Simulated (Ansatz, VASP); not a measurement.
# LiMgF3 in two plane-wave programs, part 2 of 3

Wanted: the spread between two codes on one cell, functional and k mesh. The cell is generated by rule, not measured, and may not be a known phase. The cell is taken from a series of runs on this material, whose earlier steps may have relaxed, scaled, displaced or heated it; both programs get it as it stands.

VASP 6.6.1 and Ansatz 0.2.0.

So far: The structure; VASP: zone-centre phonons, PBEsol.

## (2) VASP: zone-centre phonons, PBEsol (continued)

Level of this step: PBEsol; plane waves and PAW (Li_sv, Mg, F); invented cell (VASP).

OUTCAR, selected parts (step 2):

```text
ion  position               nearest neighbor table
   1  0.137  0.137  0.137-   3 1.91   4 1.91   5 1.91   2 2.56
   2  0.500  0.500  0.500-   3 1.94   4 1.94   5 1.94   3 2.03   4 2.03   5 2.03   1 2.56
   3  0.464  0.992  0.464-   1 1.91   2 1.94   2 2.03
   4  0.992  0.464  0.464-   1 1.91   2 1.94   2 2.03
   5  0.464  0.464  0.992-   1 1.91   2 1.94   2 2.03

  LATTYP: Found a trigonal (rhomboedric) cell.
 ALAT       =     3.9409220980
 COS(alpha) =     0.0335026185

 Subroutine GETGRP returns: Found  6 space group operations
 (whereof  6 operations were pure point group operations)

The static configuration has the point symmetry C_3v.

 Found     32 irreducible k-points:

   k-points           NKPTS =     32   k-points in BZ     NKDIM =     32   number of bands    NBANDS=     19

   dimension x,y,z NGX =    36 NGY =   36 NGZ =   36
   dimension x,y,z NGXF=    72 NGYF=   72 NGZF=   72

   ENCUT  =  750.0 eV  55.12 Ry    7.42 a.u.   8.80  8.80  8.80*2*pi/ulx,y,z

   NELECT =      26.0000    total number of electrons

 k-points in reciprocal lattice and weights: Automatic mesh
   0.00000000  0.00000000  0.00000000       0.005
   0.16666667 -0.00000000  0.00000000       0.028
   0.33333333 -0.00000000  0.00000000       0.028
   0.50000000 -0.00000000  0.00000000       0.014
   0.16666667  0.16666667  0.00000000       0.028
   0.33333333  0.16666667 -0.00000000       0.056
   0.50000000  0.16666667  0.00000000       0.056
  -0.33333333  0.16666667 -0.00000000       0.056
  -0.16666667  0.16666667  0.00000000       0.028
[...]
-0.33333333  0.50000000  0.33333333       0.028
   0.50000000  0.50000000  0.50000000       0.005

 average (electrostatic) potential at core
       1 -63.0805       2 -38.4895       3 -78.1257       4 -78.1257       5 -78.1257

  Total       -0.2085110     -0.2085110     -0.2016318      0.0000000      0.0000000      0.0000000
  in kB       -5.4671621     -5.4671621     -5.2867912      0.0000000      0.0000000      0.0000000
  external PRESSURE =      -5.4070385 kB  Pullay stress =       0.0000000 kB

  energy-cutoff  :      750.00
  volume of cell :       61.11
      direct lattice vectors                 reciprocal lattice vectors
     2.739574992  1.581694359  2.350284834     0.182510061  0.105372233  0.141826781
[...]
2    -0.14185    -0.90887    -0.08725
    3    -0.13891    -0.08020    -0.99612
 ion    5
    1    -0.82697     0.00000     0.00000
    2     0.00000    -1.15456     0.17450
    3     0.00000     0.16040    -0.99612

 Eigenvectors and eigenvalues of the dynamical matrix
 ----------------------------------------------------

   1 f  =   15.753180 THz    98.980147 2PiTHz  525.469511 cm-1    65.149887 meV
             X         Y         Z           dx          dy          dz
      0.000000  0.000000  0.965181     0.000000   -0.000000   -0.201930
      0.000000  0.000000  3.528296    -0.000000   -0.000000    0.498100
     -1.446919  0.835379  4.509533     0.401987   -0.232087   -0.146908
      1.446919  0.835379  4.509533    -0.401987   -0.232087   -0.146908
      0.000000 -1.670758  4.509533    -0.000000    0.464175   -0.146908

   2 f  =   14.911131 THz    93.689401 2PiTHz  497.381801 cm-1    61.667456 meV
             X         Y         Z           dx          dy          dz
      0.000000  0.000000  0.965181    -0.000000   -0.061887    0.000000
      0.000000  0.000000  3.528296    -0.000001   -0.557708   -0.000000
     -1.446919  0.835379  4.509533    -0.285017    0.057788    0.187918
      1.446919  0.835379  4.509533     0.285019    0.057789    0.187919
      0.000000 -1.670758  4.509533    -0.000000    0.551454   -0.375837

   3 f  =   14.911131 THz    93.689401 2PiTHz  497.381801 cm-1    61.667456 meV
             X         Y         Z           dx          dy          dz
      0.000000  0.000000  0.965181    -0.061887    0.000000   -0.000000
      0.000000  0.000000  3.528296    -0.557708    0.000001    0.000000
     -1.446919  0.835379  4.509533     0.386900   -0.285018   -0.325485
      1.446919  0.835379  4.509533     0.386899    0.285018    0.325484
      0.000000 -1.670758  4.509533    -0.106767   -0.000001    0.000001

   4 f  =   12.155249 THz    76.373685 2PiTHz  405.455480 cm-1    50.270050 meV
             X         Y         Z           dx          dy          dz
      0.000000  0.000000  0.965181    -0.000000    0.000000   -0.935198
      0.000000  0.000000  3.528296     0.000000   -0.000000    0.105136
     -1.446919  0.835379  4.509533    -0.109143    0.063014    0.149110
      1.446919  0.835379  4.509533     0.109143    0.063014    0.149110
      0.000000 -1.670758  4.509533    -0.000000   -0.126027    0.149110

   5 f  =    9.802818 THz    61.592922 2PiTHz  326.986811 cm-1    40.541179 meV
             X         Y         Z           dx          dy          dz
      0.000000  0.000000  0.965181     0.000002    0.812784    0.000000
      0.000000  0.000000  3.528296    -0.000001   -0.327950    0.000000
     -1.446919  0.835379  4.509533     0.199652    0.077596    0.106559
      1.446919  0.835379  4.509533    -0.199652    0.077595    0.106560
      0.000000 -1.670758  4.509533     0.000001   -0.268212   -0.213120

   6 f  =    9.802818 THz    61.592922 2PiTHz  326.986811 cm-1    40.541179 meV
             X         Y         Z           dx          dy          dz
      0.000000  0.000000  0.965181    -0.812784    0.000002    0.000000
      0.000000  0.000000  3.528296     0.327950   -0.000001    0.000000
     -1.446919  0.835379  4.509533     0.152943   -0.199652    0.184567
      1.446919  0.835379  4.509533     0.152942    0.199652   -0.184567
      0.000000 -1.670758  4.509533    -0.192865   -0.000001   -0.000001

   7 f  =    9.730410 THz    61.137969 2PiTHz  324.571538 cm-1    40.241724 meV
             X         Y         Z           dx          dy          dz
      0.000000  0.000000  0.965181    -0.000000    0.000000   -0.075614
      0.000000  0.000000  3.528296     0.000000   -0.000000   -0.682579
     -1.446919  0.835379  4.509533     0.276576   -0.159681    0.272270
      1.446919  0.835379  4.509533    -0.276576   -0.159681    0.272270
      0.000000 -1.670758  4.509533    -0.000000    0.319362    0.272270

   8 f  =    8.210313 THz    51.586915 2PiTHz  273.866546 cm-1    33.955109 meV
             X         Y         Z           dx          dy          dz
      0.000000  0.000000  0.965181     0.000000   -0.139431    0.000000
      0.000000  0.000000  3.528296     0.000001   -0.553519   -0.000000
     -1.446919  0.835379  4.509533     0.157129    0.325464   -0.261439
      1.446919  0.835379  4.509533    -0.157130    0.325465   -0.261438
      0.000000 -1.670758  4.509533    -0.000000    0.053308    0.522877

   9 f  =    8.210313 THz    51.586915 2PiTHz  273.866546 cm-1    33.955109 meV
             X         Y         Z           dx          dy          dz
      0.000000  0.000000  0.965181    -0.139431   -0.000000    0.000000
      0.000000  0.000000  3.528296    -0.553519   -0.000001   -0.000000
     -1.446919  0.835379  4.509533     0.144027    0.157130    0.452824
      1.446919  0.835379  4.509533     0.144027   -0.157129   -0.452825
      0.000000 -1.670758  4.509533     0.416183    0.000000    0.000001

  10 f  =    4.694415 THz    29.495880 2PiTHz  156.588835 cm-1    19.414532 meV
             X         Y         Z           dx          dy          dz
      0.000000  0.000000  0.965181    -0.000014   -0.490375    0.000000
      0.000000  0.000000  3.528296    -0.000001   -0.021920   -0.000000
     -1.446919  0.835379  4.509533     0.322818    0.290169    0.227251
      1.446919  0.835379  4.509533    -0.322823    0.290151    0.227273
      0.000000 -1.670758  4.509533     0.000013   -0.268981   -0.454525

  11 f  =    4.694415 THz    29.495880 2PiTHz  156.588835 cm-1    19.414532 meV
             X         Y         Z           dx          dy          dz
      0.000000  0.000000  0.965181    -0.490375    0.000014   -0.000000
      0.000000  0.000000  3.528296    -0.021920    0.000001   -0.000000
     -1.446919  0.835379  4.509533    -0.082610    0.322812   -0.393636
      1.446919  0.835379  4.509533    -0.082592   -0.322828    0.393624
      0.000000 -1.670758  4.509533     0.476541    0.000007    0.000013

  12 f  =    3.194790 THz    20.073459 2PiTHz  106.566730 cm-1    13.212585 meV
             X         Y         Z           dx          dy          dz
      0.000000  0.000000  0.965181     0.000000   -0.000000   -0.000000
      0.000000  0.000000  3.528296     0.000000   -0.000000   -0.000000
     -1.446919  0.835379  4.509533     0.288675    0.500000    0.000000
      1.446919  0.835379  4.509533     0.288675   -0.500000   -0.000000
      0.000000 -1.670758  4.509533    -0.577350   -0.000000   -0.000000

  13 f/i=    0.011595 THz     0.072853 2PiTHz    0.386764 cm-1     0.047953 meV
             X         Y         Z           dx          dy          dz
      0.000000  0.000000  0.965181     0.000000    0.000000   -0.280911
      0.000000  0.000000  3.528296     0.000000    0.000000   -0.524337
     -1.446919  0.835379  4.509533    -0.000057    0.000033   -0.464097
      1.446919  0.835379  4.509533     0.000057    0.000033   -0.464097
      0.000000 -1.670758  4.509533     0.000000   -0.000065   -0.464097

  14 f/i=    0.057341 THz     0.360286 2PiTHz    1.912702 cm-1     0.237145 meV
             X         Y         Z           dx          dy          dz
      0.000000  0.000000  0.965181    -0.273511   -0.028905   -0.000000
      0.000000  0.000000  3.528296    -0.521071   -0.055068   -0.000000
     -1.446919  0.835379  4.509533    -0.462317   -0.050060    0.000063
      1.446919  0.835379  4.509533    -0.462089   -0.047898   -0.000071
      0.000000 -1.670758  4.509533    -0.464075   -0.048781    0.000008

  15 f/i=    0.057341 THz     0.360286 2PiTHz    1.912702 cm-1     0.237145 meV
             X         Y         Z           dx          dy          dz
      0.000000  0.000000  0.965181     0.028905   -0.273511   -0.000000
      0.000000  0.000000  3.528296     0.055068   -0.521071   -0.000000
     -1.446919  0.835379  4.509533     0.047766   -0.463337   -0.000046
      1.446919  0.835379  4.509533     0.049928   -0.463566   -0.000032
      0.000000 -1.670758  4.509533     0.049045   -0.461579    0.000078

 MACROSCOPIC STATIC DIELECTRIC TENSOR IONIC CONTRIBUTION
 ------------------------------------------------------
           4.916849     0.000000    -0.000000
           0.000000     4.916849     0.000000
           0.000000    -0.000000     2.712620
 ------------------------------------------------------

 ELASTIC MODULI CONTR FROM IONIC RELAXATION (kBar)
 Direction    XX          YY          ZZ          XY          YZ          ZX
 --------------------------------------------------------------------------------
 XX        -202.0742     10.5481    -61.9292      0.0000      2.0244      0.0000
 YY          10.5481   -202.0742    -61.9292      0.0000     -2.0244     -0.0000
 ZZ         -61.9292    -61.9292   -388.8207      0.0000     -0.0000      0.0000
 XY           0.0000      0.0000      0.0000   -106.3875     -0.0000      2.5785
 YZ           2.0244     -2.0244     -0.0000     -0.0000   -129.9058     -0.0000
 ZX           0.0000     -0.0000      0.0000      2.5785     -0.0000   -132.0737
 --------------------------------------------------------------------------------

 PIEZOELECTRIC TENSOR IONIC CONTR  for field in x, y, z        (C/m^2)
          XX          YY          ZZ          XY          YZ          ZX
  --------------------------------------------------------------------------------
  x     0.00000     0.00000     0.00000     0.07146     0.00000     0.72429
  y     0.07146    -0.07146     0.00000     0.00000     0.71586     0.00000
  z     0.45479     0.45479     0.36824    -0.00000     0.00000    -0.00000
```

[end of part 2 of 3]

[Lines on the potential files, build, host, timing and source positions are cut from VASP's logs without a mark.]

[Logs are printed without paths, hosts, clocks, repeated set-up lines and the standing remarks that a program may print on its own settings, such as how far it seeks lower states.]

[Hosts, paths, dates, database ids (printed as entryN), source tags and the programs' standing remarks are cut or masked in the printed files.]
